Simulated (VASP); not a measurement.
An input for Quantum ESPRESSO's pw.x (written as the equivalent of a VASP run, and not itself run):

```
&CONTROL
  calculation = 'scf'
  pseudo_dir = './pseudo'
  outdir = './out'
  tprnfor = .true.
  tstress = .true.
/
&SYSTEM
  ibrav = 0
  nat = 3
  ntyp = 2
  ecutwfc = 84
  occupations = 'smearing'
  smearing = 'methfessel-paxton'
  degauss = 0.00735
  input_dft = 'pbe'
/
&ELECTRONS
  conv_thr = 7.3e-08
  electron_maxstep = 100
/
ATOMIC_SPECIES
  Ti 47.867 Ti.upf
  Te 127.600 Te.upf
CELL_PARAMETERS angstrom
     3.8242100    0.0000000    0.0000000
    -1.9121050    3.3118630    0.0000000
     0.0000000    0.0000000    6.7182500
ATOMIC_POSITIONS crystal
  Ti  -0.0070160 -0.0051090  0.0012750
  Te   0.6645490  0.3296940  0.7433930
  Te   0.3424670  0.6754150  0.2553320
K_POINTS automatic
  9 9 5 0 0 0
```

Q: Write the VASP files for the same calculation (PBE).

A: One answer among several that fit: 
File KPOINTS:
```
Automatic mesh
0
Gamma
  9 9 5
0 0 0
```

**INCAR**
```
ALGO = Normal
EDIFF = 1E-6
ENCUT = 300
GGA = PE
ISIF = 2
ISMEAR = 1
LASPH = .TRUE.
LCHARG = .FALSE.
LMAXMIX = 4
LREAL = .FALSE.
LWAVE = .FALSE.
NELM = 100
PREC = Accurate
SIGMA = 0.1
SYSTEM = TiTe2
```

POSCAR:
```
TiTe2
1
    3.8242100000     0.0000000000     0.0000000000
   -1.9121050000     3.3118630000     0.0000000000
    0.0000000000     0.0000000000     6.7182500000
Ti Te
1 2
Direct
 -0.0070160000  -0.0051090000   0.0012750000
  0.6645490000   0.3296940000   0.7433930000
  0.3424670000   0.6754150000   0.2553320000
```

POTCAR, in this order: Ti_sv Te (PBE.64 set). Program: vasp_std.

What does not carry over: the potentials are each code's own (VASP's PAW set, PseudoDojo norm-conserving files in pw.x), so ENCUT and ecutwfc are chosen apart and not converted; conv_thr bounds pw.x's estimated SCF error, while EDIFF bounds the energy change between steps.

The structure comes from a computed database's TiTe2 entry; how it stands against other phases isn't given here. The cell was not relaxed at this level, atoms are displaced from their ideal sites. The run is one of a series of settings (ISMEAR = 1 against the base run), some of them coarse on purpose.
